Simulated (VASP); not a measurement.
Crystal: W.

```xyz
1
Lattice="-1.5823 1.5823 1.5823 1.5823 -1.5823 1.5823 1.5823 1.5823 -1.5823" Properties=species:S:1:pos:R:3 pbc="T T T"
W     0.0000    0.0000    0.0000
```

| Quantity | Value |
| --- | --- |
| Program | VASP 6.6.1 |
| Task | relaxation of cell and atoms |
| Functional | PBE |
| Potentials or basis | VASP PAW PBE potentials, release 64 (W_sv) |
| Cutoff | 600 eV |
| k mesh | 16 × 16 × 16 |
| Occupations | methfessel-paxton, width 0.1 eV |
| Spin | no spin polarisation |

At the start: pressure 5.9 GPa; volume 15.85 Å³/atom.

**Question.** How do energy, volume and symmetry change on relaxing?

**Answer.** Over 4 steps the energy falls by 5.4 meV/atom and the volume is 16.15 Å³/atom (+1.9 %); space group Im-3m (No. 229, to 0.05 Å).

Step by step:
```
step  energy change (eV)  largest force (eV/Å)  pressure (GPa)  volume (Å³)
   1              0.0000                0.0000            5.89        15.85
   2              0.0544                0.0000          -16.87        17.22
   3             -0.0054                0.0000           -0.16        16.16
   4             -0.0054                0.0000           -0.04        16.15
```

Final structure:
```
W
1.0
    -1.59231    1.59231    1.59231
     1.59231   -1.59231    1.59231
     1.59231    1.59231   -1.59231
W
1
Direct
  0.00000 0.00000 0.00000
```
